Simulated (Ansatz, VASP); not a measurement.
# NaF (Villiaumite): VASP beside Ansatz

Wanted: the spread between two codes on one cell, functional and k mesh. The cell is taken from a series of runs on this material, whose earlier steps may have relaxed, scaled, displaced or heated it; both programs get it as it stands.

Program: Ansatz 0.2.0. Level of theory: plane waves, with VASP 6.6.1 beside it; zone-centre phonons at r2SCAN. Results are calculated unless marked as measured.

## (1) Starting point

Symmetry: Fm-3m, No. 225, cubic system. The conventional cell has a = 4.594 Å, b = 4.594 Å, c = 4.594 Å, α = 90.00°, β = 90.00°, γ = 90.00°. Nearest to Na lie 6 F at 2.30 Å. F has 6 Na at 2.30 Å nearest. Farther neighbours and most contacts between anions are not listed.

## (2) Ansatz: zone-centre phonons, r2SCAN

Ansatz runs on its default PAW (the set named soft_2) files.

Second derivatives magnify differences that forces hide, and they need a tight electronic threshold.

input.yaml reads:

```yaml
crystal:
  lattice:
    - [0.0, 2.2970956579, 2.2970956579]
    - [2.2970956579, 0.0, 2.2970956579]
    - [2.2970956579, 2.2970956579, 0.0]
  atoms:
    - { symbol: Na, position: [0.0, 0.0, 0.0] }
    - { symbol: F, position: [0.5, 0.5, 0.5] }
kpoints:
  mp_grid: { grid: [8, 8, 8] }
hamiltonian:
  xc: r2scan
scf:
  occupations: { method: fixed }
output:
  eigenvalues: true
phonons:
  method: dfpt
  dielectric: true
  rigid_motions: translations
```

Run with:

```console
> ansatz run input.yaml --threads 4 --pin off --max-ram 7168MiB --backend cpu --events-out ev --progress --plain --runs-dir out
```

Numbers of over 12 decimals in the logs are rounded to 6 here.

What it wrote:

```text
Engine: ansatz 0.2.0, aarch64-unknown-linux-gnu
Pseudopotentials: kind: paw
Pseudopotential: Na, paw, valence charge 9, recommended cutoff 500 eV (meta_gga), Na.paw.azcp
Pseudopotential: F, paw, valence charge 7, recommended cutoff 500 eV (meta_gga), F.paw.azcp
Functional definition: r2SCAN
  parameter k0 = 0.174
  parameter k1 = 0.065
  parameter a1 = 4.9479
  exchange = r2scan_x(k0 = k0, k1 = k1, a1 = a1)
  correlation = r2scan_c
Crystal: 2 atoms, lattice volume = 24.242 Å³
Basis set: ecut = 500 eV, 609 PW (Γ), exchange–correlation on 240×240×240 points (1000 copies of the dense FFT grid, shifted against one another)
Bands: 12, of which v1, the nominal top of the filled ones, is band 8 counted from 1 (7 counted from 0)
Symmetry: 48 space group operations
k-points: 59 of 512 (irreducible under 8 space group operations, time reversal used)
Non-local potential: Na, projectors of the file, l = 0: 3, l = 1: 2, l = 2: 1
Non-local potential: F, projectors of the file, l = 0: 2, l = 1: 2, l = 2: 1
PAW form: soft (Blöchl's): semilocal exchange-correlation on the pseudo side does not see the compensation charge
PAW frozen core: Na, regenerated for the run's functional (the file was generated under x = pbe(κ = 0.804, μ = 0.219515), c = pbe(β = 0.066725))
PAW frozen core: F, regenerated for the run's functional (the file was generated under x = pbe(κ = 0.804, μ = 0.219515), c = pbe(β = 0.066725))
PAW one-centre angular grid: Na, 302 points (default); XC on 339 of its mesh's 2595 points in the sphere
PAW one-centre angular grid: F, 302 points (default); XC on 160 Gauss nodes
Initial density: superposition of atomic densities (neutral atoms: chi_scale 0, normalization atom), corrected by the library's trained network
Initial wavefunctions: pseudopotential atomic-orbital guess
Functional: x = r2scan, c = r2scan; τ floored in thin density (d = 2e-4 eV/Å³)
SCF iter   1: F=—  HF=-2301.341574 eV  |F-HF|=—  |Δ(HF+E_count)|=         —  Δρ=9.65e-3  dr2=1.38e-2  dr2_τ=2.77e-2  ethr=1.77e-3  ⟨swp⟩=4.7  Hψ=3636  notcnv=0  defer=107
preconditioner: auto → none  [insulator: Δε(μ)=7.495 eV  Ē_g=28.375 eV  n_scr=8 (ndim 8)  ℏωp=28.2 eV  f_vac=0.106  ε∞_Penn≈2.0]
SCF iter   2: F=—  HF=-2301.372655 eV  |F-HF|=—  |Δ(HF+E_count)|=   3.11e-2  Δρ=3.80e-3  dr2=9.11e-4  dr2_τ=4.53e-4  ethr=8.61e-5  ⟨swp⟩=3.0  Hψ=1844  notcnv=0  defer=116
SCF iter   3: F=—  HF=-2301.372774 eV  |F-HF|=—  |Δ(HF+E_count)|=   1.18e-4  Δρ=1.13e-3  dr2=2.14e-4  dr2_τ=3.96e-5  ethr=5.69e-6  ⟨swp⟩=2.5  Hψ=1273  notcnv=0  defer=116
SCF iter   4: F=—  HF=-2301.372752 eV  |F-HF|=—  |Δ(HF+E_count)|=   2.15e-5  Δρ=5.19e-4  dr2=1.57e-5  dr2_τ=4.73e-6  ethr=1.34e-6  ⟨swp⟩=2.1  Hψ=958  notcnv=0  defer=106
SCF iter   5: F=—  HF=-2301.372752 eV  |F-HF|=—  |Δ(HF+E_count)|=   1.84e-7  Δρ=3.19e-5  dr2=4.11e-8  dr2_τ=3.13e-8  ethr=9.79e-8  ⟨swp⟩=2.9  Hψ=1156  notcnv=0
SCF iter   6: F=—  HF=-2301.372752 eV  |F-HF|=—  |Δ(HF+E_count)|=   5.63e-8  Δρ=5.11e-6  dr2=2.35e-9  dr2_τ=5.54e-10  ethr=2.57e-10  ⟨swp⟩=2.0  Hψ=1180  notcnv=0
SCF iter   7: F=-2301.372752 eV  HF=-2301.372752 eV  |F-HF|=5.46e-12  |Δ(HF+E_count)|=  2.14e-10  Δρ=2.31e-7  dr2=9.90e-12  dr2_τ=9.17e-13  ethr=1.00e-12  ⟨swp⟩=4.9  Hψ=3898  notcnv=0
SCF 1 converged in 7 iterations: F = -2301.372752 eV  dr2 = 9.90e-12
  greatest PAW one-centre occupation: 1.000 electrons in one spin orbital (limit 2), on the Na atom at site 0 (counted from 0), in its partial waves of l = 0
DFPT response loops at Γ: preconditioner auto → none (the input reference at scf.mixing.eps_inf says where Resta's filter doesn't serve); β = 0.50; Broyden in place of MSR1
SCF converged after 7 iterations
Free energy (F): -2301.372752 eV
Harris-Foulkes:  -2301.372752 eV  (|F-HF|=5.46e-12)
Internal energy: -2301.372752 eV  (E = F + TS)
E sigma→0 (E₀):  -2301.372752 eV
Fermi energy:    0.576292 eV
--- Per-component energies (eV) ---
  E_band       = -248.941066
  E_kinetic    = 330.959567
  E_local      = -1680.763231  (includes V_loc(G=0)·N_el)
  E_nonlocal   = 188.844416
  E_hartree    = 596.967610
  E_xc         = -117.388007
  E_vxc        = -173.585672  (∫ρ·V_xc dr)
  E_paw        = -470.679388  (= ΣΔE_a)
  E_vpaw       = -122.052640  (= ΣTr[D̂ρ^β])
  E_aug_tail   = 0.000951  (compensation charges beyond the density's cutoff)
  E_vtau       = 13.720353  (kinetic-family band-sum trace: ∫τ·v_τ [+ j·A + Jᵃ·Aᵃ] dr)
  E_ewald      = -1149.257012
  E_core_change = -0.057659  (= ΣΔE_core)
  E_smearing   = -0.000000  (= −TS)
  E_closure    = -0.000000  (closes the sum)
  Σ components = -2301.372752   (vs F -2301.372752, Δ=0.00e0)
--- Band table (eV; the first three rows and the last of 59) ---
  k-point 0: bands = [... 4 lower, -18.7360, 0.5763, 0.5763, 0.5763, 7.8583, 20.8374, 20.8374, 20.8374]
  k-point 1: bands = [... 4 lower, -18.6468, 0.2848, 0.5364, 0.5364, 8.4117, 18.9469, 21.1021, 21.1021]
  k-point 2: bands = [... 4 lower, -18.4640, -0.3208, 0.4415, 0.4415, 9.7611, 16.8205, 21.7174, 21.7174]
  k-point 58: bands = [... 4 lower, -18.5198, -0.3172, -0.3172, -0.0071, 14.8409, 14.8409, 17.4008, 18.9397]
--- Phonons (Γ-DFPT): 2 representative perturbations + reference, on 59 of 512 k-points (Σ response iterations 10) ---
  k mesh reduced under 8 symmetry operations, with k and −k counted as one. Each operation leaves every solved perturbation unchanged. A smaller set is not considered because the functional reads the kinetic-energy density
  ASR residual: 3.656e-4 → 0.000e0 eV/Å²; symmetrization residual: 3.325e-7 eV/Å²
  ASR residual per site (eV/Å²): 3.66e-4 1.59e-4
  Γ frequencies (cm⁻¹): 0.00 0.00 0.00 262.52 262.52 262.52
  ε∞ (high-frequency dielectric tensor):
        1.815382    -0.000000     0.000000
        0.000000     1.815382    -0.000000
        0.000000     0.000000     1.815382
  ε⁰ (static dielectric tensor: ions relaxed, cell fixed):
        4.659731    -0.000000     0.000000
        0.000000     4.659731    -0.000000
        0.000000     0.000000     4.659731
  ε⁰ − ε∞ (ionic part):
        2.844349    -0.000000    -0.000000
       -0.000000     2.844349     0.000000
       -0.000000     0.000000     2.844349
  softest optical mode at Γ: 262.52 cm⁻¹; the repairs (sum rule, projections) moved no ω² at Γ by more than (2.09 cm⁻¹)²
  Born effective charges Z* (e; rows j = field, columns β = displacement):
    site 0:
         1.00227   -0.00000    0.00000
         0.00000    1.00227    0.00000
         0.00000   -0.00000    1.00227
    site 1:
        -1.00227    0.00000    0.00000
         0.00000   -1.00227   -0.00000
         0.00000    0.00000   -1.00227
  Z* charge neutrality: 1.561e-5 e pre-enforcement
  k-mesh period / interband length: 26.0 Å / 0.81 Å = 31.97 at k = (0.0000, 0.0000, 0.0000), direct gap 7.282 eV — 14 or more, which is no proof of convergence
  optical modes at Γ without the LO–TO term, one row a degenerate level:
      ω (cm⁻¹)  modes    IR ((D/Å)²/amu)
        262.52      3             6.6839
  optical modes at Γ + LO–TO along q̂ = [1.0000, 0.0000, 0.0000]:
      ω (cm⁻¹)  modes    IR ((D/Å)²/amu)
        262.52      2             4.4559
        420.59      1             2.2280
  optical modes at Γ + LO–TO along q̂ = [0.0000, 1.0000, 0.0000]:
      ω (cm⁻¹)  modes    IR ((D/Å)²/amu)
        262.52      2             4.4559
        420.59      1             2.2280
  optical modes at Γ + LO–TO along q̂ = [0.0000, 0.0000, 1.0000]:
      ω (cm⁻¹)  modes    IR ((D/Å)²/amu)
        262.52      2             4.4559
        420.59      1             2.2280
```

[end of part 1 of 2]

[Lines on the potential files, build, host, timing and source positions are cut from VASP's logs without a mark.]

[Logs are printed without paths, hosts, clocks, repeated set-up lines and the standing remarks that a program may print on its own settings, such as how far it seeks lower states.]

[Hosts, paths, dates, database ids (printed as entryN), source tags and the programs' standing remarks are cut or masked in the printed files.]
